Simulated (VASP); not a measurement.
Computed with PBEsol GGA, VASP's PBE PAW potentials (set 64) (plane waves; VASP).

The input files of a VASP run:

INCAR:
```
SYSTEM = IrPd3
PREC = Accurate
ENCUT = 400
EDIFF = 1E-6
NELM = 100
ALGO = Normal
LREAL = .FALSE.
LASPH = .TRUE.
ISMEAR = 1
SIGMA = 0.1
GGA = PS
LMAXMIX = 6
LWAVE = .FALSE.
LCHARG = .FALSE.
IBRION = 2
ISIF = 3
NSW = 60
EDIFFG = -0.02
```

**KPOINTS**
```
Automatic mesh
0
Gamma
12 12 3
0 0 0
```

POSCAR:
```
IrPd3
1.0
  0.0000000000   1.9333856670   1.9333856670
  1.9333856670   0.0000000000   1.9333856670
  7.6782580191   7.6782580191   0.0552846491
Pd Ir
3 1
Cartesian
  7.6640166367   7.6640166367   0.0695260315
  1.9195645048   1.9195645048   0.0138211623
  5.7867560590   5.7867560590   3.8801722761
  5.7586935143   5.7586935143   0.0414634868
```

POTCAR, in this order: Pd Ir (PBE.64 set). Program: vasp_std.

The resulting files:

OSZICAR:
```
...
DAV:   6    -0.314782540070E+02   -0.16875E+01   -0.46892E+01  3388   0.519E+01    0.267E+01
DAV:   7    -0.280483850339E+02    0.34299E+01   -0.36540E+01  3282   0.435E+01    0.929E+00
DAV:   8    -0.283850821337E+02   -0.33670E+00   -0.99567E+00  2779   0.326E+01    0.892E+00
DAV:   9    -0.275592750376E+02    0.82581E+00   -0.28477E+00  2988   0.212E+01    0.261E+00
DAV:  10    -0.275546039184E+02    0.46711E-02   -0.52601E-01  3354   0.614E+00    0.178E+00
DAV:  11    -0.275413340483E+02    0.13270E-01   -0.19521E-02  2753   0.148E+00    0.135E+00
DAV:  12    -0.275315611906E+02    0.97729E-02   -0.36463E-02  3330   0.158E+00    0.558E-01
DAV:  13    -0.275282714287E+02    0.32898E-02   -0.12754E-02  3007   0.115E+00    0.248E-01
DAV:  14    -0.275281543577E+02    0.11707E-03   -0.67024E-04  2506   0.237E-01    0.165E-01
DAV:  15    -0.275279550316E+02    0.19933E-03   -0.67044E-04  2722   0.192E-01    0.590E-02
DAV:  16    -0.275279530801E+02    0.19516E-05   -0.45563E-05  2354   0.716E-02    0.457E-02
DAV:  17    -0.275279517377E+02    0.13424E-05   -0.19763E-05  2626   0.414E-02    0.172E-02
DAV:  18    -0.275279485311E+02    0.32065E-05   -0.13593E-05  2425   0.320E-02    0.550E-03
DAV:  19    -0.275279484966E+02    0.34503E-07   -0.34917E-07  1155   0.492E-03
   1 F= -.27527948E+02 E0= -.27526768E+02  d E =-.275279E+02
       N       E                     dE             d eps       ncg     rms          rms(c)
DAV:   1    -0.275557827951E+02   -0.27834E-01   -0.88226E-01  2254   0.807E+00    0.115E+00
DAV:   2    -0.275442457924E+02    0.11537E-01   -0.14964E-01  2793   0.335E+00    0.140E+00
DAV:   3    -0.275375791835E+02    0.66666E-02   -0.15993E-01  3235   0.361E+00    0.107E+00
DAV:   4    -0.275310929347E+02    0.64862E-02   -0.60759E-02  2907   0.193E+00    0.546E-01
DAV:   5    -0.275284938607E+02    0.25991E-02   -0.15445E-02  2821   0.123E+00    0.174E-01
DAV:   6    -0.275283366173E+02    0.15724E-03   -0.10995E-03  2508   0.278E-01    0.578E-02
DAV:   7    -0.275283245639E+02    0.12053E-04   -0.89950E-05  2763   0.791E-02    0.147E-02
DAV:   8    -0.275283248660E+02   -0.30207E-06   -0.10398E-05  2469   0.276E-02    0.544E-03
DAV:   9    -0.275283247944E+02    0.71597E-07   -0.14969E-06  1184   0.121E-02
   2 F= -.27528325E+02 E0= -.27527314E+02  d E =-.376298E-03
       N       E                     dE             d eps       ncg     rms          rms(c)
DAV:   1    -0.275345435892E+02   -0.62187E-02   -0.17804E-01  2254   0.362E+00    0.519E-01
DAV:   2    -0.275319729093E+02    0.25707E-02   -0.28322E-02  2779   0.148E+00    0.580E-01
DAV:   3    -0.275310871641E+02    0.88575E-03   -0.34028E-02  3211   0.164E+00    0.515E-01
DAV:   4    -0.275295188261E+02    0.15683E-02   -0.13443E-02  2975   0.879E-01    0.229E-01
DAV:   5    -0.275290596956E+02    0.45913E-03   -0.29750E-03  2853   0.539E-01    0.723E-02
DAV:   6    -0.275290328698E+02    0.26826E-04   -0.20335E-04  2451   0.115E-01    0.242E-02
DAV:   7    -0.275290331979E+02   -0.32811E-06   -0.16615E-05  2783   0.356E-02    0.767E-03
DAV:   8    -0.275290335116E+02   -0.31374E-06   -0.27170E-06  1261   0.144E-02
   3 F= -.27529034E+02 E0= -.27527940E+02  d E =-.108501E-02
       N       E                     dE             d eps       ncg     rms          rms(c)
DAV:   1    -0.275365505174E+02   -0.75173E-02   -0.35757E-01  2254   0.446E+00    0.743E-01
DAV:   2    -0.275665008996E+02   -0.29950E-01   -0.20010E-01  3183   0.412E+00    0.197E+00
DAV:   3    -0.275305657005E+02    0.35935E-01   -0.16662E-01  3251   0.366E+00    0.353E-01
DAV:   4    -0.275310071730E+02   -0.44147E-03   -0.22908E-02  2638   0.137E+00    0.396E-01
DAV:   5    -0.275293617187E+02    0.16455E-02   -0.87176E-03  2658   0.944E-01    0.825E-02
DAV:   6    -0.275293280480E+02    0.33671E-04   -0.32364E-04  2456   0.137E-01    0.311E-02
DAV:   7    -0.275293242598E+02    0.37882E-05   -0.33776E-05  3184   0.547E-02    0.102E-02
DAV:   8    -0.275293246675E+02   -0.40771E-06   -0.44705E-06  1747   0.186E-02
   4 F= -.27529325E+02 E0= -.27528372E+02  d E =-.291156E-03
       N       E                     dE             d eps       ncg     rms          rms(c)
DAV:   1    -0.275304621173E+02   -0.11379E-02   -0.48572E-02  2254   0.165E+00    0.268E-01
DAV:   2    -0.275345404620E+02   -0.40783E-02   -0.27181E-02  3173   0.148E+00    0.822E-01
DAV:   3    -0.275296613083E+02    0.48792E-02   -0.23580E-02  3228   0.133E+00    0.136E-01
DAV:   4    -0.275297195185E+02   -0.58210E-04   -0.29511E-03  2585   0.481E-01    0.148E-01
DAV:   5    -0.275294868775E+02    0.23264E-03   -0.11346E-03  2693   0.344E-01    0.268E-02
DAV:   6    -0.275294812859E+02    0.55915E-05   -0.42573E-05  2465   0.497E-02    0.126E-02
DAV:   7    -0.275294798578E+02    0.14281E-05   -0.46706E-06  1526   0.217E-02    0.372E-03
DAV:   8    -0.275294797225E+02    0.13529E-06   -0.72331E-07  1141   0.900E-03
   5 F= -.27529480E+02 E0= -.27528471E+02  d E =-.446211E-03
       N       E                     dE             d eps       ncg     rms          rms(c)
DAV:   1    -0.275294808078E+02   -0.95004E-06   -0.56287E-05  2254   0.558E-02    0.908E-03
DAV:   2    -0.275294859438E+02   -0.51360E-05   -0.32555E-05  2936   0.509E-02    0.283E-02
DAV:   3    -0.275294798294E+02    0.61145E-05   -0.28359E-05  2389   0.460E-02    0.426E-03
DAV:   4    -0.275294799278E+02   -0.98414E-07   -0.31636E-06  1198   0.160E-02
   6 F= -.27529480E+02 E0= -.27528471E+02  d E =-.446416E-03
       N       E                     dE             d eps       ncg     rms          rms(c)
DAV:   1    -0.275300604402E+02   -0.58061E-03   -0.34281E-02  2254   0.138E+00    0.226E-01
DAV:   2    -0.275329920443E+02   -0.29316E-02   -0.19400E-02  3166   0.125E+00    0.695E-01
DAV:   3    -0.275294925764E+02    0.34995E-02   -0.16851E-02  3220   0.113E+00    0.115E-01
DAV:   4    -0.275295351142E+02   -0.42538E-04   -0.20941E-03  2593   0.406E-01    0.125E-01
DAV:   5    -0.275293694237E+02    0.16569E-03   -0.80498E-04  2701   0.289E-01    0.227E-02
DAV:   6    -0.275293652387E+02    0.41850E-05   -0.30323E-05  2457   0.419E-02    0.107E-02
DAV:   7    -0.275293641408E+02    0.10980E-05   -0.32449E-06  1260   0.183E-02    0.315E-03
DAV:   8    -0.275293640288E+02    0.11197E-06   -0.56433E-07  1141   0.744E-03
   7 F= -.27529364E+02 E0= -.27528311E+02  d E =-.330517E-03
       N       E                     dE             d eps       ncg     rms          rms(c)
DAV:   1    -0.275301156542E+02   -0.75151E-03   -0.31625E-02  2254   0.133E+00    0.219E-01
DAV:   2    -0.275328814072E+02   -0.27658E-02   -0.17975E-02  3173   0.122E+00    0.655E-01
DAV:   3    -0.275295985450E+02    0.32829E-02   -0.16097E-02  3236   0.109E+00    0.112E-01
DAV:   4    -0.275296302517E+02   -0.31707E-04   -0.20447E-03  2632   0.405E-01    0.119E-01
DAV:   5    -0.275294803829E+02    0.14987E-03   -0.74543E-04  2709   0.279E-01    0.226E-02
DAV:   6    -0.275294790934E+02    0.12895E-05   -0.27162E-05  2442   0.395E-02    0.990E-03
DAV:   7    -0.275294789654E+02    0.12801E-06   -0.27553E-06  1225   0.167E-02
   8 F= -.27529479E+02 E0= -.27528467E+02  d E =-.445454E-03
       N       E                     dE             d eps       ncg     rms          rms(c)
DAV:   1    -0.275295154407E+02   -0.36347E-04   -0.13474E-02  2254   0.674E-01    0.248E-02
DAV:   2    -0.275295291953E+02   -0.13755E-04   -0.20312E-04  2771   0.127E-01    0.352E-02
DAV:   3    -0.275295258239E+02    0.33714E-05   -0.49460E-05  3088   0.606E-02    0.153E-02
DAV:   4    -0.275295230882E+02    0.27357E-05   -0.19972E-05  2552   0.346E-02    0.151E-02
DAV:   5    -0.275295235645E+02   -0.47629E-06   -0.15240E-05  2488   0.350E-02    0.150E-02
DAV:   6    -0.275295216957E+02    0.18688E-05   -0.74987E-06  1900   0.303E-02    0.408E-03
DAV:   7    -0.275295216382E+02    0.57477E-07   -0.57491E-07  1127   0.642E-03
   9 F= -.27529522E+02 E0= -.27528497E+02  d E =-.426728E-04
```

### OUTCAR
```
------------------------ aborting loop because EDIFF is reached ----------------------------------------
  FORCE on cell =-STRESS in cart. coord.  units (eV):
  Direction    XX          YY          ZZ          XY          YZ          ZX
  --------------------------------------------------------------------------------------
  Total        0.0053231      0.0053231      0.0053231     -0.0002322      0.0002322      0.0002322
  in kB        0.1487577      0.1487577      0.1487577     -0.0064884      0.0064884      0.0064884
  external PRESSURE =       0.1487577 kB  Pullay stress =       0.0000000 kB
  volume of cell :       57.33
      direct lattice vectors                 reciprocal lattice vectors
     0.000000000  1.930855593  1.930855593    -0.259340290  0.258564831  0.259340290
     1.930855593  0.000000000  1.930855593     0.258564831 -0.259340290  0.259340290
     7.700397229  7.700397229  0.023025141     0.065028938  0.065028938 -0.065028938
 POSITION                                       TOTAL-FORCE (eV/Angst)
 -----------------------------------------------------------------------------------
      7.68390      7.68390      0.03952        -0.007301     -0.007301      0.007301
      1.92510      1.92510      0.00576         0.000000     -0.000000      0.000000
      5.79755      5.79755      3.85673         0.007301      0.007301     -0.007301
      5.77530      5.77530      0.01727         0.000000     -0.000000      0.000000
 -----------------------------------------------------------------------------------
    total drift:                               -0.000000     -0.000000     -0.000000
  FREE ENERGIE OF THE ION-ELECTRON SYSTEM (eV)
  ---------------------------------------------------
  free  energy   TOTEN  =       -27.5295216382 eV

  energy  without entropy=      -27.5264481408  energy(sigma->0) =      -27.52849714

 reached required accuracy - stopping structural energy minimisation
```
(Selected blocks of OUTCAR.)

**CONTCAR**
```
IrPd3
   1.00000000000000
     0.0000000000001263    1.9308555925207416    1.9308555925204891
     1.9308555925207416    0.0000000000001263    1.9308555925204891
     7.7003972293823129    7.7003972293823129    0.0230251409008858
  Pd              Ir
     3     1
Direct
     0.0042912987537819    0.0042912987537819    0.9967815259346636
     0.0000000000000000    0.0000000000000000    0.2500000000000000
     0.9957087012462181    0.9957087012462181    0.5032184740653364
     0.0000000000000000    0.0000000000000000    0.7500000000000000
```

The structure was generated: IrPd3 was put into an ordered model structure (R-3m), which need not be its known phase. This run relaxes it. Symmetry was kept, so distortions that lower it aren't found. The start is the result of an earlier pass. The electron count is odd and the run is not spin-polarised, which forces a metal. VASP warned that the highest band is occupied, so more bands are needed.
